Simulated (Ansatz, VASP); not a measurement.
This is a calculation of HPbNO4 for VASP 6.6.1.

File INCAR:

```
SYSTEM = HPbNO4
PREC = Accurate
ENCUT = 520
EDIFF = 1E-7
ISMEAR = -1
SIGMA = 0.05
LREAL = .False.
LASPH = .True.
NELM = 60
ALGO = Normal
ISIF = 2
LWAVE = .False.
LCHARG = .False.
GGA = PE
NBANDS = 31
KPAR = 4
```

The input KPOINTS:

```
Automatic mesh
0
Gamma
  7 7 5
  0 0 0
```

Contents of POSCAR:

```
HPbNO4
1.0
    4.1424766916      0.1096675185      0.1658971538
    1.8901049338      3.8387281476      0.1239814134
    1.7370518124      1.2356610329      6.2865324150
H Pb N O
1 1 1 4
Direct
    0.8914500000      0.6820200000      0.6279600000
    0.1442600000      0.9287200000      0.8835200000
    0.2567000000      0.2886100000      0.3017100000
    0.8310800000      0.6505600000      0.7840500000
    0.3869400000      0.2238000000      0.1129500000
    0.3110400000      0.0357600000      0.4585600000
    0.0772600000      0.6063300000      0.3227500000
```

Potentials or basis: VASP PAW PBE potentials, release 64 (H, Pb_d, N, O).

Command:

```sh
$ cat potpaw_PBE.64/H/POTCAR potpaw_PBE.64/Pb_d/POTCAR potpaw_PBE.64/N/POTCAR potpaw_PBE.64/O/POTCAR > POTCAR
$ mpirun -np 4 vasp_std > vasp.out
```

Question: Set up the same calculation for Ansatz 0.2.0. Potentials there: Ansatz PAW.

Answer: As run (the cutoff follows the program's own potentials):

File input.yaml:

```yaml
crystal:
  lattice:
    - [4.1424766916, 0.1096675185, 0.1658971538]
    - [1.8901049338, 3.8387281476, 0.1239814134]
    - [1.7370518124, 1.2356610329, 6.286532415]
  atoms:
    - { symbol: H, position: [0.89145, 0.68202, 0.62796] }
    - { symbol: Pb, position: [0.14426, 0.92872, 0.88352] }
    - { symbol: "N", position: [0.2567, 0.28861, 0.30171] }
    - { symbol: O, position: [0.83108, 0.65056, 0.78405] }
    - { symbol: O, position: [0.38694, 0.2238, 0.11295] }
    - { symbol: O, position: [0.31104, 0.03576, 0.45856] }
    - { symbol: O, position: [0.07726, 0.60633, 0.32275] }
hamiltonian:
  xc: pbe
  pseudopotentials: { kind: paw }
kpoints:
  mp_grid: { grid: [7, 7, 5] }
scf:
  occupations: { method: fermi_dirac, width: 0.05 }
output:
  forces: true
  stress: true
  eigenvalues: true
```

Potentials or basis: Ansatz PAW.

Command:

```bash
$ ansatz run input.yaml --threads 8 --pin off --max-ram 20480MiB --backend cpu --events-out ev --progress --plain --runs-dir out
```

Both were run:

|  | VASP | Ansatz | Ansatz less VASP |
| --- | --- | --- | --- |
| gap on the k mesh at the Fermi level (eV) | 2.82 | 2.84 | +0.027 |
| least direct gap on the mesh (eV) | 2.84 | 2.87 | +0.027 |
| pressure (GPa) | 4.9 | 4.2 | -0.75 |
| largest component of the traceless stress (GPa) | 3.55 | 2.56 | -0.987 |
| rms of the force components (eV/Å) | 0.620 | 0.442 | -0.1779 |

Atom by atom the forces differ by 0.181 eV/Å (rms over components).

Caveats: spin-orbit coupling is left out, which as a rule narrows the gap of such compounds by several tenths of an eV; forces of over 1 eV/Å show positions far from the minimum, so gaps and moduli don't describe the material at rest; the standard files for N, O and F lose accuracy on very short bonds (VASP); an odd mesh through Γ misses points on the zone boundary, where band edges often lie (VASP); odd divisions of the mesh miss points on the zone boundary, where band edges often lie, so the gap on the mesh can be too wide (Ansatz); the pressure holds a Pulay correction of +0.6 GPa for the finite cutoff (Ansatz).
